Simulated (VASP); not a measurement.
Level of theory: r2SCAN meta-GGA, VASP's PBE PAW potentials (set 64) (plane waves; VASP).

The input files of a VASP run:

### POSCAR
```
ZrC
1.0
  0.0000000000   2.3566833247   2.3566833247
  2.3566833247   0.0000000000   2.3566833247
  2.3566833247   2.3566833247   0.0000000000
Zr C
1 1
direct
  0.0000000000   0.0000000000   0.0000000000
  0.5000000000   0.5000000000   0.5000000000
```

**KPOINTS**
```
Automatic
0
Gamma
  15 15 15
0 0 0
```

### INCAR
```
SYSTEM  =  ZrC
PREC  =  Accurate; ENCUT  =  520; LREAL  =  .False.
LASPH  =  .True.
EDIFF  =  1E-7; NELM  =  100; ALGO  =  Normal
LMAXMIX  =  4; LMIXTAU  =  .True.
ISMEAR  =  -5
METAGGA  =  R2SCAN
ISIF  =  2
LWAVE  =  .False.; LCHARG  =  .False.; LORBIT  =  11
NEDOS  =  601
```

### KPOINTS_OPT
```
k-points along high-symmetry lines
10
Line-mode
Reciprocal
  0.000000   0.000000   0.000000 ! GAMMA
  0.500000   0.000000   0.500000 ! X

  0.500000   0.000000   0.500000 ! X
  0.625000   0.250000   0.625000 ! U

  0.375000   0.375000   0.750000 ! K
  0.000000   0.000000   0.000000 ! GAMMA

  0.000000   0.000000   0.000000 ! GAMMA
  0.500000   0.500000   0.500000 ! L

  0.500000   0.500000   0.500000 ! L
  0.500000   0.250000   0.750000 ! W

  0.500000   0.250000   0.750000 ! W
  0.500000   0.000000   0.500000 ! X
```

POTCAR, in this order: Zr_sv C (PBE.64 set). Program: vasp_std.

What VASP printed:

File OSZICAR:
```
       N       E                     dE             d eps       ncg     rms          rms(c)
DAV:   1     0.905462963143E+02    0.90546E+02   -0.90987E+03  2896   0.137E+03
DAV:   2    -0.378799696527E+02   -0.12843E+03   -0.12078E+03  3332   0.344E+02
DAV:   3    -0.441252831759E+02   -0.62453E+01   -0.60952E+01  4516   0.660E+01
DAV:   4    -0.443524305748E+02   -0.22715E+00   -0.22689E+00  3716   0.117E+01
DAV:   5    -0.443585365130E+02   -0.61059E-02   -0.61051E-02  4268   0.154E+00    0.221E+01
DAV:   6    -0.339891173640E+02    0.10369E+02   -0.12868E+01  3420   0.330E+01    0.646E+00
DAV:   7    -0.347174904013E+02   -0.72837E+00   -0.57229E-01  3340   0.842E+00    0.425E+00
DAV:   8    -0.343628560794E+02    0.35463E+00   -0.58053E-01  3340   0.885E+00    0.132E+00
DAV:   9    -0.347153299150E+02   -0.35247E+00   -0.35856E-01  3248   0.617E+00    0.472E-01
DAV:  10    -0.347240568864E+02   -0.87270E-02   -0.93697E-03  3308   0.972E-01    0.422E-01
DAV:  11    -0.347089974966E+02    0.15059E-01   -0.60641E-02  3504   0.181E+00    0.414E-01
DAV:  12    -0.347218471463E+02   -0.12850E-01   -0.19045E-02  3304   0.113E+00    0.864E-02
DAV:  13    -0.347240143636E+02   -0.21672E-02   -0.14172E-03  3320   0.339E-01    0.346E-02
DAV:  14    -0.347245419059E+02   -0.52754E-03   -0.10131E-03  3352   0.260E-01    0.251E-02
DAV:  15    -0.347245463723E+02   -0.44664E-05   -0.19007E-05  4076   0.381E-02    0.245E-02
DAV:  16    -0.347245475067E+02   -0.11344E-05   -0.19492E-05  3148   0.371E-02    0.232E-02
DAV:  17    -0.347245557559E+02   -0.82492E-05   -0.32683E-05  4072   0.501E-02    0.225E-02
DAV:  18    -0.347245455507E+02    0.10205E-04   -0.12737E-05  3084   0.311E-02    0.201E-02
DAV:  19    -0.347245472862E+02   -0.17355E-05   -0.28318E-06  3080   0.195E-02    0.928E-03
DAV:  20    -0.347245439828E+02    0.33034E-05   -0.93081E-07  3560   0.108E-02    0.507E-03
DAV:  21    -0.347245439657E+02    0.17109E-07   -0.39211E-08  1520   0.241E-03
   1 F= -.34724544E+02 E0= -.34724544E+02  d E =0.000000E+00
       N       E                     dE             ncg
```

File OUTCAR:
```
------------------------ aborting loop because EDIFF is reached ----------------------------------------
  FORCE on cell =-STRESS in cart. coord.  units (eV):
  Direction    XX          YY          ZZ          XY          YZ          ZX
  --------------------------------------------------------------------------------------
  Total       -0.0094528     -0.0094528     -0.0094528      0.0000000     -0.0000000      0.0000000
  in kB       -0.5785438     -0.5785438     -0.5785438      0.0000000     -0.0000000      0.0000000
  external PRESSURE =      -0.5785438 kB  Pullay stress =       0.0000000 kB
  volume of cell :       26.18
      direct lattice vectors                 reciprocal lattice vectors
     0.000000000  2.356683325  2.356683325    -0.212162574  0.212162574  0.212162574
     2.356683325  0.000000000  2.356683325     0.212162574 -0.212162574  0.212162574
     2.356683325  2.356683325  0.000000000     0.212162574  0.212162574 -0.212162574
 POSITION                                       TOTAL-FORCE (eV/Angst)
 -----------------------------------------------------------------------------------
      0.00000      0.00000      0.00000        -0.000000     -0.000000     -0.000000
      2.35668      2.35668      2.35668         0.000000      0.000000      0.000000
 -----------------------------------------------------------------------------------
    total drift:                                0.000000      0.000000      0.000000
  FREE ENERGIE OF THE ION-ELECTRON SYSTEM (eV)
  ---------------------------------------------------
  free  energy   TOTEN  =       -34.7245439657 eV

  energy  without entropy=      -34.7245439657  energy(sigma->0) =      -34.72454397

 total charge

# of ion       s       p       d       tot
------------------------------------------
    1        2.170   6.045   1.568   9.782
    2        0.895   1.483   0.000   2.377
--------------------------------------------------
tot          3.064   7.528   1.568  12.160
```
(Selected blocks of OUTCAR.)

For a metal the tetrahedron method with Blöchl corrections gives inexact stress and forces.

The compound is ZrC in the rock salt structure. It was relaxed first.
